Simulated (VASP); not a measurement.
Data:

```xyz
4
Lattice="1.5861 -2.7472 0.0000 1.5861 2.7472 0.0000 0.0000 0.0000 5.0796" Properties=species:S:1:pos:R:3 pbc="T T T"
Al     1.5861    -0.9157     2.5398
Al     1.5861     0.9157     0.0000
N      1.5861    -0.9157     4.4802
N      1.5861     0.9157     1.9404
```

These are PBE GGA, VASP's PBE PAW potentials (set 64) (plane waves; VASP) values and carry that method's errors. Numerical set-up: 520 eV cut-off, KSPACING 0.6 per Å, Gaussian smearing of 0.050 eV, potentials Al N.

Gaps are read on the run's mesh, which can miss a band edge.

Q: Predict the energy per atom (σ→0), pressure, band gap (on the k-mesh) with the smallest direct gap where there is one.

A: 
```
Quantity                                      Value
-----------------------------------  --------------
band gap (on the k-mesh)                    3.69 eV
smallest direct gap (on the k-mesh)         3.69 eV
energy per atom (σ→0)                -7.427 eV/atom
pressure                                  -7.26 GPa
```

The compound is AlN in the wurtzite structure. The cell was not relaxed at this level. The run is one of a series of settings (KGAMMA = .TRUE., KSPACING = 0.6, KPOINTS file removed against the base run), some of them coarse on purpose.
